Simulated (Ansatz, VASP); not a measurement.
# H2PtO2: VASP beside Ansatz

Wanted: the spread between two codes on one cell, functional and k mesh. The two relaxations start from unlike cells of this crystal (the structure described is Ansatz's start), so only their ends are compared.

Main program and level: Ansatz 0.2.0; plane waves, with VASP 6.6.1 beside it; relaxation of cell and atoms at PBE.

The structure was built from a prototype and need not be the compound's stable phase.

### 1. The structure

The structure is trigonal, space group P-3m1 (No. 164). Conventional cell: a = 3.233 Å, b = 3.233 Å, c = 4.762 Å, α = 90.00°, β = 90.00°, γ = 120.00°. Nearest to Pt lie 6 O at 2.13 Å. O has 1 H at 1.14 Å and 3 Pt at 2.13 Å nearest. Nearest to H lie 1 O at 1.14 Å. As first built, before any earlier steps moved the atoms (in the runner's words): all Ni replaced by Pt in the P-3m1 structure of NiH2O2. Farther neighbours and most contacts between anions are not listed.

### 2. Ansatz: relaxation of cell and atoms, PBE

Ansatz runs on its default PAW (the set named soft_2) files.

The relaxed volume is the usual yardstick between codes: in a stiff, nearly cubic crystal its relative difference is about their pressure difference at one cell divided by the bulk modulus.

File input.yaml:

```yaml
crystal:
  lattice:
    - [3.2329932099, -2.9e-09, 0.0]
    - [-1.6164966025, 2.7998542515, 0.0]
    - [0.0, 0.0, 4.76243019]
  atoms:
    - { symbol: Pt, position: [0.0, 0.0, 0.0] }
    - { symbol: O, position: [0.6666666667, 0.3333333333, 0.7847] }
    - { symbol: O, position: [0.3333333333, 0.6666666667, 0.2153] }
    - { symbol: H, position: [0.6666666667, 0.3333333333, 0.5463] }
    - { symbol: H, position: [0.3333333333, 0.6666666667, 0.4537] }
kpoints:
  mp_grid: { grid: [8, 8, 5] }
scf:
  occupations: { method: fermi_dirac, width: 0.05 }
hamiltonian:
  xc: pbe
output:
  forces: true
  stress: true
  write_density: true
  write_potential: true
  elf: true
  volumetric_format: npy
relax:
  f_tol: 0.02
  max_steps: 50
  cell: {}
```

Started as:

```console
ansatz run input.yaml --threads 1 --pin off --max-ram 4096MiB --backend cpu --events-out ev --progress --plain --runs-dir out
```

Numbers of over 12 decimals in the logs are rounded to 6 here.

What it wrote:

```text
Engine: ansatz 0.2.0, x86_64-unknown-linux-gnu
Pseudopotentials: kind: paw
Pseudopotential: Pt, paw, valence charge 18, recommended cutoff 420 eV (normal), Pt.paw.azcp
Pseudopotential: O, paw, valence charge 6, recommended cutoff 420 eV (normal), O.paw.azcp
Pseudopotential: H, paw, valence charge 1, recommended cutoff 420 eV (normal), H.paw.azcp
Functional definition: PBE
  parameter kappa = 0.804
  parameter beta = 0.066725
  exchange = pbe_x(kappa = kappa, mu = beta*pi^2/3)
  correlation = pbe_c(beta = beta)
Crystal: 5 atoms, lattice volume = 43.109 Å³
Basis set: ecut = 420 eV, 867 PW (Γ), exchange–correlation on 48×48×64 points (8 copies of the dense FFT grid, shifted against one another)
Bands: 21, of which v1, the nominal top of the filled ones, is band 16 counted from 1 (15 counted from 0)
Symmetry: 12 space group operations
Space group: P-3m1 (ITA 164), of the structure as read, at distance tolerance 3.5e-5 Å
k-points: 40 of 320
Non-local potential: Pt, projectors of the file, l = 0: 3, l = 1: 2, l = 2: 2, l = 3: 1
Non-local potential: O, projectors of the file, l = 0: 2, l = 1: 2, l = 2: 1
Non-local potential: H, projectors of the file, l = 0: 2, l = 1: 1
PAW form: soft (Blöchl's): semilocal exchange-correlation on the pseudo side does not see the compensation charge
PAW one-centre angular grid: Pt, 590 points (default); XC on 64 Gauss nodes
PAW one-centre angular grid: O, 110 points (default); XC on 64 Gauss nodes
PAW one-centre angular grid: H, 110 points (default); XC on 64 Gauss nodes
Initial density: superposition of atomic densities (neutral atoms: chi_scale 0, normalization atom), corrected by the library's trained network
Initial wavefunctions: pseudopotential atomic-orbital guess
Functional: x = pbe(κ = 0.804, μ = 0.219515), c = pbe(β = 0.066725)
SCF iter   1: F=—  HF=-13684.855711 eV  |F-HF|=—  |Δ(HF+E_count)|=         —  Δρ=1.53e-2  dr2=1.96e-1  ethr=1.77e-3  ⟨swp⟩=5.8  Hψ=3531  notcnv=0
preconditioner: auto → LDOS  [metal: Δε(μ)=0.018 eV  Ē_g=12.374 eV  σ=0.050 eV  W_gap=0.09  n_scr=8 (ndim 8)  ℏωp=27.7 eV  f_vac=0.031  D(μ)=1.71/eV (n_scr^D=22)  β→1.0]
SCF iter   2: F=—  HF=-13684.832655 eV  |F-HF|=—  |Δ(HF+E_count)|=   2.31e-2  Δρ=9.74e-3  dr2=3.41e-2  ethr=6.14e-4  ⟨swp⟩=2.5  Hψ=1655  notcnv=0
SCF iter   3: F=—  HF=-13684.825076 eV  |F-HF|=—  |Δ(HF+E_count)|=   7.58e-3  Δρ=2.93e-3  dr2=5.86e-3  ethr=1.07e-4  ⟨swp⟩=2.0  Hψ=1426  notcnv=0
SCF iter   4: F=—  HF=-13684.824248 eV  |F-HF|=—  |Δ(HF+E_count)|=   8.28e-4  Δρ=9.19e-4  dr2=4.48e-4  ethr=1.83e-5  ⟨swp⟩=1.0  Hψ=840  notcnv=0
SCF iter   5: F=—  HF=-13684.824192 eV  |F-HF|=—  |Δ(HF+E_count)|=   5.52e-5  Δρ=2.49e-4  dr2=2.02e-5  ethr=1.40e-6  ⟨swp⟩=2.0  Hψ=968  notcnv=0
SCF iter   6: F=—  HF=-13684.824167 eV  |F-HF|=—  |Δ(HF+E_count)|=   2.57e-5  Δρ=3.67e-5  dr2=4.91e-7  ethr=6.30e-8  ⟨swp⟩=2.4  Hψ=1333  notcnv=0
SCF iter   7: F=-13684.824167 eV  HF=-13684.824167 eV  |F-HF|=1.66e-8  |Δ(HF+E_count)|=   1.37e-7  Δρ=6.97e-6  dr2=1.67e-8  ethr=3.13e-10  ⟨swp⟩=8.1  Hψ=4910  notcnv=0
SCF 1 converged in 7 iterations: F = -13684.824167 eV  dr2 = 1.67e-8
  greatest PAW one-centre occupation: 1.000 electrons in one spin orbital (limit 2), on the Pt atom at site 0 (counted from 0), in its partial waves of l = 0
relax step   1: F+E_penalty+E_count = -13684.82416697 eV  Δ(F+E_penalty+E_count) = +0.000e0 eV  max|allowed force component| = 3.048e0 eV/Å  Δτ_max = 0.0000 Å  P = +14.845 GPa  Ω = 43.109 Å³  (7 SCF iters, dr2 threshold 1.00e-7 eV, accepted)
[...]
relax step  16: F+E_penalty+E_count = -13686.30071836 eV  Δ(F+E_penalty+E_count) = -5.387e-3 eV  max|allowed force component| = 3.405e-3 eV/Å  Δτ_max = 0.0000 Å  P = +0.033 GPa  Ω = 48.476 Å³  stress off target by 1.51e-1 GPa  SCF on the basis re-selected at this cell (its energy is not comparable with the rows above)  (6 SCF iters)
[...]
relax step  17: F+E_penalty+E_count = -13686.30152072 eV  Δ(F+E_penalty+E_count) = -8.024e-4 eV  max|allowed force component| = 5.838e-4 eV/Å  Δτ_max = 0.0082 Å  P = +0.010 GPa  Ω = 48.292 Å³  energy of the carried Pulay correction = +6.790e-4 eV  (6 SCF iters, dr2 threshold 5.69e-8 eV, accepted)
[...]
relax step  18: F+E_penalty+E_count = -13686.30083586 eV  Δ(F+E_penalty+E_count) = +6.849e-4 eV  max|allowed force component| = 3.046e-4 eV/Å  Δτ_max = 0.0000 Å  P = +0.008 GPa  Ω = 48.292 Å³  stress off target by 2.65e-2 GPa  SCF on the basis re-selected at this cell (its energy is not comparable with the rows above)  (6 SCF iters)
basis re-selected at this cell: Δ(F+E_penalty+E_count) = +6.849e-4 eV, ΔP = -0.001 GPa vs the last step (what re-selecting the basis moved, of the pressure what is left beyond the Pulay correction that the steps carried, after the strain that the cell walked since its last selection, with what the two solves' SCF thresholds leave and, on support functions, any second-order correction that the steps lacked; it is no m [...]
SCF converged after 6 iterations
Free energy (F): -13686.300836 eV
Harris-Foulkes:  -13686.300836 eV  (|F-HF|=3.64e-12)
Internal energy: -13686.290422 eV  (E = F + TS)
E sigma→0 (E₀):  -13686.295629 eV
Entropy (-TS):   -0.010414 eV (-2.083 meV/atom)
Fermi energy:    9.529661 eV
--- Per-component energies (eV) ---
  E_band       = -386.370803
  E_kinetic    = 1010.553053
  E_local      = -3296.378731  (includes V_loc(G=0)·N_el)
  E_nonlocal   = 302.266647
  E_hartree    = 1233.148624
  E_xc         = -423.196682
  E_vxc        = -508.769035  (∫ρ·V_xc dr)
  E_paw        = -9770.885250  (= ΣΔE_a)
  E_vpaw       = -360.342560  (= ΣTr[D̂ρ^β])
  E_aug_tail   = 0.002555  (compensation charges beyond the density's cutoff)
  E_ewald      = -2741.800639
  E_smearing   = -0.010414  (= −TS)
  E_closure    = 0.000000  (closes the sum)
  Σ components = -13686.300836   (vs F -13686.300836, Δ=0.00e0)
--- Forces (eV/Å), atoms counted from 1 ---
  atom   1  Pt     0.00000000     0.00000000     0.00000000
  atom   2  O     -0.00000000     0.00000000    -0.00025831
  atom   3  O      0.00000000    -0.00000000     0.00025831
  atom   4  H      0.00000000    -0.00000000     0.00030460
  atom   5  H     -0.00000000     0.00000000    -0.00030460
  max |Σ_I F_I| component: 2.31e-17 eV/Å
--- Stress (GPa, compression-positive) ---
        0.026011      -0.000000       0.000000
        0.000000       0.026011       0.000000
        0.000000      -0.000000      -0.026528
  P = ⅓ Tr σ = 0.0085 GPa (0.085 kbar)
--- Band table (eV; the first three rows and the last of 40) ---
  k-point 0: bands = [... 12 lower, 7.0174, 7.0735, 7.0735, 9.6086, 10.3981, 10.3981, 13.8450, 17.5719, ... 1 higher]
  k-point 1: bands = [... 12 lower, 7.0311, 7.0311, 7.2866, 10.0420, 10.4489, 10.4489, 13.9388, 17.3545, ... 1 higher]
  k-point 2: bands = [... 12 lower, 6.9576, 6.9576, 7.6650, 10.5322, 10.5322, 11.1991, 13.0605, 18.1497, ... 1 higher]
  k-point 39: bands = [... 12 lower, 7.3407, 7.3911, 7.5011, 8.8356, 9.3740, 14.0570, 14.9977, 15.4814, ... 1 higher]
--- Relaxed structure (15 steps of the walk, 14 accepted, 3 SCFs on fresh bases) ---
  F+E_penalty+E_count = -13686.30083586 eV   max|allowed force component| = 3.046e-4 eV/Å   (the final SCF, on the basis selected at the relaxed cell)
  cell:  # Å, volume = 48.2916 Å³
    - [3.674961, -3.256102224896995e-9, 0]
    - [-1.837481, 3.182610, 0]
    - [0, 0, 4.128907]
  atoms:
    - { symbol: Pt, position: [0, 0, -5.09952433836627e-19] }
    - { symbol: O, position: [0.666667, 0.333333, 0.811197] }
    - { symbol: O, position: [0.333333, 0.666667, 0.188803] }
    - { symbol: H, position: [0.666667, 0.333333, 0.572939] }
    - { symbol: H, position: [0.333333, 0.666667, 0.427061] }
```

### 3. VASP: relaxation of cell and atoms, PBE

Its own start cell and the same functional, mesh and smearing now go to VASP, with its own data sets.

Lines of VASP's logs that name or quote its potential files are left out, and so is its time.

File INCAR:

```
SYSTEM = H2PtO2
PREC = Accurate
ENCUT = 600
EDIFF = 1E-07
NELM = 120
ISMEAR = -1
SIGMA = 0.05
LREAL = .FALSE.
ALGO = Normal
GGA = PE
NBANDS = 18
LASPH = .TRUE.
LORBIT = 11
LWAVE = .FALSE.
LCHARG = .FALSE.
ISIF = 3
IBRION = 2
NSW = 80
EDIFFG = -0.005
GGA_COMPAT = .FALSE.
NELMIN = 4
KPAR = 2
```

File POSCAR:

```
H2PtO2
1.0
    3.6653772840     -0.0000000779      0.0000000000
   -1.8326892764      3.1743097855      0.0000000000
    0.0000000000      0.0000000000      4.1239956871
Pt O H
1 2 2
Direct
    0.0000000000      0.0000000000      0.0000000000
    0.6666666667      0.3333333333      0.8098782787
    0.3333333333      0.6666666667      0.1901217213
    0.6666666667      0.3333333333      0.5706824957
    0.3333333333      0.6666666667      0.4293175043
```

File KPOINTS:

```
Automatic mesh
0
Gamma
8 8 5
0 0 0
```

Potentials, in the order of the species: Pt, O and H (PBE family, release 64).

Started as:

```console
mpirun -np 2 vasp_std
```

What it wrote:

```text
[banner, memory and clock lines left out]
running    2 mpi-ranks, on    1 nodes
 distrk:  each k-point on    1 cores,    2 groups
 distr:  one band on    1 cores,    1 groups

 POSCAR found type information on POSCAR PtO H
 POSCAR found :  3 types and       5 ions
 LDA part: xc-table for (Slater+PW92), standard interpolation
 POSCAR, INCAR and KPOINTS ok, starting setup
 FFT: planning ... GRIDC
 FFT: planning ... GRID_SOFT
 FFT: planning ... GRID
 WAVECAR not read
 entering main loop
       N       E                     dE             d eps       ncg     rms          rms(c)
DAV:   1     0.143465944624E+03    0.14347E+03   -0.13858E+04  1448   0.139E+03
DAV:   2    -0.191573547846E+02   -0.16262E+03   -0.15800E+03  1788   0.293E+02
DAV:   3    -0.270415989688E+02   -0.78842E+01   -0.78026E+01  1652   0.675E+01
DAV:   4    -0.271008317755E+02   -0.59233E-01   -0.59201E-01  1644   0.628E+00
DAV:   5    -0.271013456378E+02   -0.51386E-03   -0.51383E-03  1612   0.578E-01    0.159E+01
DAV:   6    -0.248109374208E+02    0.22904E+01   -0.11998E+01  1498   0.299E+01    0.112E+01
DAV:   7    -0.244804964564E+02    0.33044E+00   -0.13978E+00  1502   0.129E+01    0.681E+00
DAV:   8    -0.244636150512E+02    0.16881E-01   -0.15533E-01  1566   0.345E+00    0.630E-01
DAV:   9    -0.244615835447E+02    0.20315E-02   -0.76823E-03  1594   0.680E-01    0.211E-01
DAV:  10    -0.244616325340E+02   -0.48989E-04   -0.17474E-03  1548   0.325E-01    0.874E-02
DAV:  11    -0.244616968877E+02   -0.64354E-04   -0.10684E-04  1542   0.846E-02    0.261E-02
DAV:  12    -0.244617054557E+02   -0.85680E-05   -0.18244E-05  1566   0.389E-02    0.882E-03
DAV:  13    -0.244617058629E+02   -0.40720E-06   -0.20521E-06  1590   0.126E-02    0.102E-03
DAV:  14    -0.244617059205E+02   -0.57598E-07   -0.10808E-07  1388   0.288E-03
   1 F= -.24461706E+02 E0= -.24456481E+02  d E =-.244617E+02
[... from here on, the cycles between the ionic steps are left out ...]
   2 F= -.24461746E+02 E0= -.24456514E+02  d E =-.405447E-04
   3 F= -.24461783E+02 E0= -.24456553E+02  d E =-.767197E-04
   4 F= -.24461863E+02 E0= -.24456633E+02  d E =-.798795E-04
   9 F= -.24462113E+02 E0= -.24456943E+02  d E =-.366132E-05
  10 F= -.24462124E+02 E0= -.24456953E+02  d E =-.153546E-04
  11 F= -.24462151E+02 E0= -.24456979E+02  d E =-.262122E-04
  12 F= -.24462221E+02 E0= -.24457047E+02  d E =-.962838E-04
  13 F= -.24462321E+02 E0= -.24457143E+02  d E =-.196188E-03
  14 F= -.24462354E+02 E0= -.24457170E+02  d E =-.229812E-03
  15 F= -.24462368E+02 E0= -.24457186E+02  d E =-.243230E-03
  16 F= -.24462390E+02 E0= -.24457206E+02  d E =-.221684E-04
  17 F= -.24462408E+02 E0= -.24457220E+02  d E =-.405807E-04
  18 F= -.24462417E+02 E0= -.24457227E+02  d E =-.923632E-05
 ZBRENT: can't locate minimum, use default step
 trial-energy change:   -0.000009  1 .order   -0.000010   -0.000011   -0.000008
 step:   0.6336(harm=  0.6704)  dis= 0.00182  next Energy=   -24.462431 (dE=-0.230E-04)
 bond charge predicted
       N       E                     dE             d eps       ncg     rms          rms(c)
DAV:   1    -0.244624648691E+02   -0.47410E-04   -0.11901E-02  1440   0.895E-01    0.575E-02
DAV:   2    -0.244624394825E+02    0.25387E-04   -0.29819E-04  1618   0.131E-01    0.219E-02
DAV:   3    -0.244624312135E+02    0.82690E-05   -0.23079E-05  1674   0.383E-02    0.939E-03
DAV:   4    -0.244624302671E+02    0.94642E-06   -0.32184E-06  1736   0.163E-02    0.457E-03
DAV:   5    -0.244624301834E+02    0.83701E-07   -0.82453E-07  1522   0.745E-03
  19 F= -.24462430E+02 E0= -.24457231E+02  d E =-.219547E-04
 curvature:  -3.25 expect dE=-0.577E-05 dE for cont linesearch -0.317E-06
 trial: gam=-0.10736 g(F)=  0.691E-06 g(S)=  0.108E-05 ort = 0.807E-05 (trialstep = 0.253E+00)
 search vector abs. value=  0.775E-05
 reached required accuracy - stopping structural energy minimisation
```

(Continued in part 2 of 2.)

[Lines on the potential files, build, host, timing and source positions are cut from VASP's logs without a mark.]

[Logs are printed without paths, hosts, clocks, repeated set-up lines and the standing remarks that a program may print on its own settings, such as how far it seeks lower states.]

[Hosts, paths, dates, database ids (printed as entryN), source tags and the programs' standing remarks are cut or masked in the printed files.]
